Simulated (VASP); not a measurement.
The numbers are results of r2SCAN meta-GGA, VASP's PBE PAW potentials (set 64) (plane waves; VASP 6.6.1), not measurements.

VASP input:

### INCAR
```
ALGO=Normal   # blocked Davidson
LASPH=.TRUE.
LWAVE=.FALSE.
ISIF=2   # forces and stress, cell fixed
LEFG=.TRUE.
LMAXMIX=4   # l cut-off of mixed one-centre charges
NEDOS=601   # DOS grid
LREAL=.FALSE.   # projection in real space or not
LCHARG=.FALSE.
LORBIT=11
EDIFF=1E-7   # SCF stop (eV)
LMIXTAU=.TRUE.
ISMEAR=-5   # tetrahedra, Bloechl
NELM=100   # most electronic steps
SYSTEM=Al3GaN4
PREC=Accurate
METAGGA=R2SCAN
ENCUT=520   # plane-wave cut-off (eV)
```

KPOINTS:
```
kpoints
0
gamma
  5 8 5
```

**KPOINTS_OPT**
```
k-points along high-symmetry lines
6
Line-mode
Reciprocal
  0.000000   0.000000   0.000000 ! GAMMA
  0.000000   0.500000   0.000000 ! Z

  0.000000   0.500000   0.000000 ! Z
  0.000000   0.500000   0.500000 ! D

  0.000000   0.500000   0.500000 ! D
  0.000000   0.000000   0.500000 ! B

  0.000000   0.000000   0.500000 ! B
  0.000000   0.000000   0.000000 ! GAMMA

  0.000000   0.000000   0.000000 ! GAMMA
 -0.500000   0.000000   0.500000 ! A

 -0.500000   0.000000   0.500000 ! A
 -0.500000   0.500000   0.500000 ! E

 -0.500000   0.500000   0.500000 ! E
  0.000000   0.500000   0.000000 ! Z

  0.000000   0.500000   0.000000 ! Z
 -0.500000   0.500000   0.000000 ! C_2

 -0.500000   0.500000   0.000000 ! C_2
 -0.500000   0.000000   0.000000 ! Y_2

 -0.500000   0.000000   0.000000 ! Y_2
  0.000000   0.000000   0.000000 ! GAMMA
```

### POSCAR
```
Al3GaN4
1
    5.0380142943     0.0000000000    -0.0001759822
    0.0000000000     3.1252225870     0.0000000000
   -0.0035427261     0.0000000000     5.4106122153
Al Ga N
3 1 4
Direct
  0.5001919963   0.5000000000   0.1673120784
  0.0007037426   0.5000000000   0.8350203178
  0.0009612509   0.0000000000   0.3315667477
  0.4996442414   0.0000000000   0.6661636628
  0.1100539484   0.0000000000   0.6663414259
  0.1226696223   0.5000000000   0.1672070789
  0.6258368609   0.5000000000   0.8413160561
  0.6235383373   0.0000000000   0.3252726323
```

POTCAR, in this order: Al Ga_d N (PBE.64 set). Program: vasp_std.

Q: What will the output report for the number of irreducible k-points (NKPTS), number of bands (NBANDS), largest plane-wave count, number of space-group operations, FFT grid (NGX, NGY, NGZ)?

A: 
The number of irreducible k-points (NKPTS) comes out as 65 and the number of bands (NBANDS) comes out as 26. The largest plane-wave count is 2312. The number of space-group operations comes out as 2 and the FFT grid (NGX, NGY, NGZ) is 40 × 24 × 40.

The structure comes from a computed database's Al3GaN4 entry (Pm); how it stands against other phases isn't given here. It was relaxed first.
